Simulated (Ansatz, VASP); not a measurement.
## Al16Se (Se/Al(111)): VASP beside Ansatz

Aim: how closely do two programs agree when they are given the same cell, functional and k mesh? Of the first pair: The structure shown is the start of the Ansatz relaxation below; VASP solves that cell, so the two are compared at the walk's first step.

Calculated with Ansatz 0.2.0; plane waves, with VASP 6.6.1 beside it; PBE.

### Step 1. The structure

The cell holds 17 atoms: 16 Al and 1 Se. Cell: a = 5.728 Å, b = 5.728 Å, c = 26.809 Å, α = 90.0°, β = 90.0°, γ = 60.0°. Vacuum lies along c.

### Step 2. Ansatz: relaxation, PBE

Ansatz runs on its default PAW (the set named soft_2) files.

The two programs are compared at the cell with which this relaxation starts, whose forces are those of its first step.

Contents of input.yaml:

```yaml
crystal:
  lattice:
    - [5.7275649276, 0.0, 0.0]
    - [2.8637824638, 4.9602167292, 0.0]
    - [0.0, 0.0, 26.8090152073]
  atoms:
    - { symbol: Al, position: [0.0, 0.0, 0.3357079673] }
    - { symbol: Al, position: [0.1666666667, 0.1666666667, 0.4229274556] }
    - { symbol: Al, position: [0.3333333333, 0.3333333333, 0.5081857574] }
    - { symbol: Al, position: [0.0, 0.0, 0.5952293325] }
    - { symbol: Al, position: [0.0, 0.5, 0.3357079673] }
    - { symbol: Al, position: [0.1666666667, 0.6666666667, 0.4229274556] }
    - { symbol: Al, position: [0.3333333333, 0.8333333333, 0.5081857574] }
    - { symbol: Al, position: [0.0, 0.5, 0.5952293325] }
    - { symbol: Al, position: [0.5, 0.0, 0.3357079673] }
    - { symbol: Al, position: [0.6666666667, 0.1666666667, 0.4229274556] }
    - { symbol: Al, position: [0.8333333333, 0.3333333333, 0.5081857574] }
    - { symbol: Al, position: [0.5, 0.0, 0.5952293325] }
    - { symbol: Al, position: [0.5, 0.5, 0.3357079673] }
    - { symbol: Al, position: [0.6666666667, 0.6666666667, 0.4229274556] }
    - { symbol: Al, position: [0.8333333333, 0.8333333333, 0.5081857574] }
    - { symbol: Al, position: [0.5, 0.5, 0.5952293325] }
    - { symbol: Se, position: [0.1666666667, 0.1666666667, 0.6642920327] }
kpoints:
  mp_grid: { grid: [6, 6, 1] }
hamiltonian:
  xc: pbe
scf:
  occupations: { method: fermi_dirac, width: 0.1 }
  convergence: { dr2_threshold: 1.0e-08 }
efield:
  axis: 3
  dipole_correction: true
  ramp_position: 0.97
  ramp_width: 0.06
relax:
  f_tol: 0.02
  max_steps: 60
  constraints: [{ sites: [0, 1, 4, 5, 8, 9, 12, 13] }]
output:
  dos: { projected: true, e_range: [-8, 4] }
  write_potential: true
  write_density: true
  volumetric_format: npy
  elf: true
```

Command:

```sh
$ ansatz run input.yaml --threads 2 --pin off --max-ram 3072MiB --backend cpu --events-out ev --progress --plain --runs-dir out
```

Numbers of over 12 decimals in the logs are rounded to 6 here.

Log:

```text
Engine: ansatz 0.2.0, aarch64-unknown-linux-gnu
Pseudopotentials: kind: paw
Pseudopotential: Al, paw, valence charge 3, recommended cutoff 420 eV (normal), Al.paw.azcp
Pseudopotential: Se, paw, valence charge 16, recommended cutoff 420 eV (normal), Se.paw.azcp
Functional definition: PBE
  parameter kappa = 0.804
  parameter beta = 0.066725
  exchange = pbe_x(kappa = kappa, mu = beta*pi^2/3)
  correlation = pbe_c(beta = beta)
Crystal: 17 atoms, lattice volume = 761.643 Å³
Basis set: ecut = 420 eV, 14969 PW (Γ), exchange–correlation on 80×80×360 points (8 copies of the dense FFT grid, shifted against one another)
Bands: 49, of which v1, the nominal top of the filled ones, is band 32 counted from 1 (31 counted from 0)
Symmetry: 6 space group operations
Space group: P3m1 (ITA 156), of the structure as read, at distance tolerance 9.1e-5 Å
k-points: 7 of 36 (time reversal used)
Non-local potential: Al, projectors of the file, l = 0: 2, l = 1: 2, l = 2: 1
Non-local potential: Se, projectors of the file, l = 0: 2, l = 1: 2, l = 2: 3, l = 3: 1
PAW form: soft (Blöchl's): semilocal exchange-correlation on the pseudo side does not see the compensation charge
PAW one-centre angular grid: Al, 110 points (default); XC on 64 Gauss nodes
PAW one-centre angular grid: Se, 590 points (default); XC on 64 Gauss nodes
Initial density: superposition of atomic densities (neutral atoms: chi_scale 0, normalization atom), corrected by the library's trained network
Initial wavefunctions: pseudopotential atomic-orbital guess
Functional: x = pbe(κ = 0.804, μ = 0.219515), c = pbe(β = 0.066725)
SCF iter   1: F=—  HF=-14067.819767 eV  |F-HF|=—  |Δ(HF+E_count)|=         —  Δρ=1.63e-3  dr2=2.84e-1  ethr=1.77e-3  p=-0.103 e·Å  D=-2.44e-2 V/Å  ΔV_dip=0.66 eV  dr2_dipole=4.90e-2  V_vac-E_F(+/−)=4.62/3.97 eV  ⟨swp⟩=13.4  Hψ=2120  notcnv=0  defer=1
efield: sawtooth ramp at fractional position 0.9700 (set: `efield.ramp_position`, or a place that a band, a saddle search or an elastic batch's reference lends), width 0.0600; the density the first Hamiltonian is built on has a dipole p = -0.103 e·Å; the dipole correction subtracts the counter field D = -2.44e-2 V/Å, which shifts the + side's vacuum level by +0.66 eV against the − side's; the planar-averaged density in the ramp window peaks in size at 9.1e-6 e/Å³
preconditioner: auto → LDOS  [metal: Δε(μ)=0.114 eV  Ē_g=6.675 eV  σ=0.100 eV  W_gap=0.27  n_scr=80 (ndim 8)  ℏωp=9.9 eV  f_vac=0.534  D(μ)=6.98/eV (n_scr^D=16)  β→1.0]
SCF iter   2: F=—  HF=-14067.801087 eV  |F-HF|=—  |Δ(HF+E_count)|=   1.87e-2  Δρ=5.58e-4  dr2=5.21e-3  ethr=4.44e-4  p=-0.054 e·Å  D=-1.27e-2 V/Å  ΔV_dip=0.34 eV  dr2_dipole=4.67e-4  V_vac-E_F(+/−)=4.38/4.04 eV  ⟨swp⟩=3.4  Hψ=438  notcnv=0  defer=9
SCF iter   3: F=—  HF=-14067.801698 eV  |F-HF|=—  |Δ(HF+E_count)|=   6.11e-4  Δρ=1.41e-4  dr2=4.96e-4  ethr=8.14e-6  p=-0.051 e·Å  D=-1.22e-2 V/Å  ΔV_dip=0.33 eV  dr2_dipole=1.35e-5  V_vac-E_F(+/−)=4.36/4.03 eV  ⟨swp⟩=2.7  Hψ=601  notcnv=0  defer=9
SCF iter   4: F=—  HF=-14067.801699 eV  |F-HF|=—  |Δ(HF+E_count)|=   1.10e-6  Δρ=4.23e-5  dr2=4.08e-5  ethr=7.74e-7  p=-0.053 e·Å  D=-1.26e-2 V/Å  ΔV_dip=0.34 eV  dr2_dipole=2.24e-7  V_vac-E_F(+/−)=4.37/4.03 eV  ⟨swp⟩=2.1  Hψ=580  notcnv=0  defer=9
SCF iter   5: F=—  HF=-14067.801649 eV  |F-HF|=—  |Δ(HF+E_count)|=   5.02e-5  Δρ=1.71e-5  dr2=5.08e-6  ethr=6.38e-8  p=-0.053 e·Å  D=-1.25e-2 V/Å  ΔV_dip=0.33 eV  dr2_dipole=4.25e-9  V_vac-E_F(+/−)=4.36/4.03 eV  ⟨swp⟩=2.9  Hψ=655  notcnv=0  defer=9
SCF iter   6: F=—  HF=-14067.801670 eV  |F-HF|=—  |Δ(HF+E_count)|=   2.10e-5  Δρ=4.64e-6  dr2=5.41e-7  ethr=7.94e-9  p=-0.053 e·Å  D=-1.25e-2 V/Å  ΔV_dip=0.34 eV  dr2_dipole=5.95e-8  V_vac-E_F(+/−)=4.36/4.03 eV  ⟨swp⟩=2.0  Hψ=534  notcnv=0  defer=9
SCF iter   7: F=—  HF=-14067.801670 eV  |F-HF|=—  |Δ(HF+E_count)|=   3.03e-7  Δρ=1.52e-6  dr2=5.87e-8  ethr=8.45e-10  p=-0.053 e·Å  D=-1.25e-2 V/Å  ΔV_dip=0.34 eV  dr2_dipole=3.41e-9  V_vac-E_F(+/−)=4.36/4.03 eV  ⟨swp⟩=2.1  Hψ=470  notcnv=0  defer=9
SCF iter   8: F=-14067.801670 eV  HF=-14067.801670 eV  |F-HF|=9.23e-9  |Δ(HF+E_count)|=   5.11e-8  Δρ=3.71e-7  dr2=2.57e-9  ethr=1.56e-11  p=-0.053 e·Å  D=-1.25e-2 V/Å  ΔV_dip=0.34 eV  dr2_dipole=9.63e-11  V_vac-E_F(+/−)=4.36/4.03 eV  ⟨swp⟩=19.4  Hψ=2594  notcnv=0
SCF 1 converged in 8 iterations: F = -14067.801670 eV  dr2 = 2.57e-9
  greatest PAW one-centre occupation: 1.000 electrons in one spin orbital (limit 2), on the Se atom at site 16 (counted from 0), in its partial waves of l = 2
relax step   1: F+E_penalty+E_count = -14067.80167020 eV  Δ(F+E_penalty+E_count) = +0.000e0 eV  max|allowed force component| = 6.393e-1 eV/Å  Δτ_max = 0.0000 Å  (8 SCF iters, accepted)
Initial density: handed on by an earlier stage of this run
Initial wavefunctions: those handed on with the density
iter 1 solved again at ethr=1.33e-4 eV; its pass at ethr=3.10e-3 eV (dr2=8.54e-2 eV) is discarded
[...]
SCF iter   5: F=—  HF=-14067.935208 eV  |F-HF|=—  |Δ(HF+E_count)|=   4.27e-8  Δρ=8.78e-7  dr2=1.77e-8  ethr=2.67e-10  p=-0.059 e·Å  D=-1.41e-2 V/Å  ΔV_dip=0.38 eV  dr2_dipole=2.64e-10  V_vac-E_F(+/−)=4.41/4.03 eV  ⟨swp⟩=2.0  Hψ=539  notcnv=0
SCF iter   6: F=-14067.935208 eV  HF=-14067.935208 eV  |F-HF|=5.17e-9  |Δ(HF+E_count)|=   8.28e-9  Δρ=1.81e-7  dr2=2.57e-10  ethr=1.56e-11  p=-0.059 e·Å  D=-1.41e-2 V/Å  ΔV_dip=0.38 eV  dr2_dipole=3.64e-12  V_vac-E_F(+/−)=4.41/4.03 eV  ⟨swp⟩=11.9  Hψ=2222  notcnv=0
SCF 4 converged in 6 iterations: F = -14067.935208 eV  dr2 = 2.57e-10
relax step   4: F+E_penalty+E_count = -14067.93520809 eV  Δ(F+E_penalty+E_count) = -1.419e-4 eV  max|allowed force component| = 4.488e-3 eV/Å  Δτ_max = 0.0033 Å  (6 SCF iters, accepted)
NSCF: frozen V_eff on 7 k-points
the band table was solved once a step of the walk had ended and its energy, with any forces and stress, was formed, with the checks that follow a solve (1907 applications of the Hamiltonian). They found nothing against the state; the energy, forces and stress were not computed again (output.eigenvalues in the input reference)
WARN: The output density's exchange-correlation potential varies sharply where the density is thin. Do not read a vacuum level from v_tot or v_xc, or from such a field of the output density. On a cell that repeats whose density bears no net charge and no dipole along the vacuum's axis use v_es (v_loc + v_h of the components); under efield.dipole_correction with no amplitude use v_es + v_field, which holds any externa [...]
SCF converged after 6 iterations
Free energy (F): -14067.935208 eV
Harris-Foulkes:  -14067.935208 eV  (|F-HF|=5.17e-9)
Internal energy: -14067.701766 eV  (E = F + TS)
E sigma→0 (E₀):  -14067.818487 eV
Entropy (-TS):   -0.233442 eV (-13.732 meV/atom)
Fermi energy:    0.448592 eV
Dipole field:    D = -0.014063 V/Å  (p = -0.059191 e·Å, saw-weighted, corrected)
Work function:   Φ+ = 4.4056 eV   Φ− = 4.0286 eV
Levels:          The Fermi level and band energies are counted from a zero that moves with the ramp; work functions are not
--- Per-component energies (eV) ---
  E_band       = -693.730228
  E_kinetic    = 473.321407
  E_local      = -22924.413006  (includes V_loc(G=0)·N_el)
  E_nonlocal   = -429.536810
  E_hartree    = 11289.457683
  E_xc         = -733.733300
  E_vxc        = -553.047134  (∫ρ·V_xc dr)
  E_paw        = -9388.372490  (= ΣΔE_a)
  E_vpaw       = 160.664246  (= ΣTr[D̂ρ^β])
  E_aug_tail   = -0.000623  (compensation charges beyond the density's cutoff)
  E_efield     = 0.000416  (sawtooth field / dipole correction)
  E_vefield    = 0.366444  (∫n·V_field dr)
  E_ewald      = 7645.574956
  E_smearing   = -0.233442  (= −TS)
  E_closure    = 0.000000  (closes the sum)
  Σ components = -14067.935208   (vs F -14067.935208, Δ=0.00e0)
--- Forces (eV/Å), atoms counted from 1 ---
  atom   1  Al    -0.08863526    -0.05117359     0.01696550
  atom   2  Al     0.00000000    -0.00000000     0.17873617
  atom   3  Al    -0.00056334    -0.00032524     0.00032855
  atom   4  Al    -0.00058123    -0.00033557     0.00096350
  atom   5  Al    -0.00000000     0.10234719     0.01696550
  atom   6  Al     0.08684940    -0.05014253    -0.05928244
  atom   7  Al     0.00000000     0.00065049     0.00032855
  atom   8  Al    -0.00000000     0.00067115     0.00096350
  atom   9  Al     0.08863526    -0.05117359     0.01696550
  atom  10  Al    -0.00000000     0.10028505    -0.05928244
  atom  11  Al     0.00056334    -0.00032524     0.00032855
  atom  12  Al     0.00058123    -0.00033557     0.00096350
  atom  13  Al     0.00000000    -0.00000000    -0.05086088
  atom  14  Al    -0.08684940    -0.05014253    -0.05928244
  atom  15  Al     0.00000000    -0.00000000     0.00067293
  atom  16  Al    -0.00000000    -0.00000000    -0.00099385
  atom  17  Se     0.00000000     0.00000000    -0.00448845
  max |Σ_I F_I| component: 8.70e-6 eV/Å
--- Band table (eV; the first three rows and the last of 7) ---
  k-point 0: bands = [... 28 lower, -1.7058, -1.1119, -1.1119, -0.5483, 0.1301, 0.3601, 0.4701, 0.4701, ... 13 higher]
  k-point 1: bands = [... 28 lower, -1.2666, -0.7135, -0.7104, -0.3215, 0.1580, 0.3494, 0.3526, 0.7723, ... 13 higher]
  k-point 2: bands = [... 28 lower, -0.4654, -0.1761, 0.0253, 0.5467, 0.7433, 0.8031, 1.0055, 1.3088, ... 13 higher]
  k-point 6: bands = [... 28 lower, -0.5172, -0.5010, -0.0314, 0.9609, 1.0147, 1.8815, 1.9171, 2.2889, ... 13 higher]
--- Relaxed structure (4 steps of the walk, 4 accepted, 0 SCFs on fresh bases) ---
  F+E_penalty+E_count = -14067.93520809 eV   max|allowed force component| = 4.488e-3 eV/Å
  atoms:
    - { symbol: Al, position: [-1.7959490104491815e-17, -1.7959490104491818e-17, 0.3357079673] }
    - { symbol: Al, position: [0.166667, 0.166667, 0.422927] }
    - { symbol: Al, position: [0.330955, 0.330955, 0.509662] }
    - { symbol: Al, position: [-0.00790695, -0.00790695, 0.596625] }
    - { symbol: Al, position: [0.0, 0.500000, 0.3357079673] }
    - { symbol: Al, position: [0.166667, 0.666667, 0.422927] }
    - { symbol: Al, position: [0.330955, 0.838089, 0.509662] }
    - { symbol: Al, position: [-0.00790695, 0.515814, 0.596625] }
    - { symbol: Al, position: [0.500000, -1.7959490104491818e-17, 0.3357079673] }
    - { symbol: Al, position: [0.666667, 0.166667, 0.422927] }
    - { symbol: Al, position: [0.838089, 0.330955, 0.509662] }
    - { symbol: Al, position: [0.515814, -0.00790695, 0.596625] }
    - { symbol: Al, position: [0.500000, 0.500000, 0.3357079673] }
    - { symbol: Al, position: [0.666667, 0.666667, 0.422927] }
    - { symbol: Al, position: [0.833333, 0.833333, 0.505245] }
    - { symbol: Al, position: [0.500000, 0.500000, 0.590818] }
    - { symbol: Se, position: [0.166667, 0.166667, 0.663836] }
```

Reading the cycles: dr2 is the Hartree energy of the density residual (eV), the measure of convergence; HF is the Harris–Foulkes estimate of the energy, which meets the free energy F at convergence.

(Continued in part 2 of 3.)

[Lines on the potential files, build, host, timing and source positions are cut from VASP's logs without a mark.]

[Logs are printed without paths, hosts, clocks, repeated set-up lines and the standing remarks that a program may print on its own settings, such as how far it seeks lower states.]

[Hosts, paths, dates, database ids (printed as entryN), source tags and the programs' standing remarks are cut or masked in the printed files.]
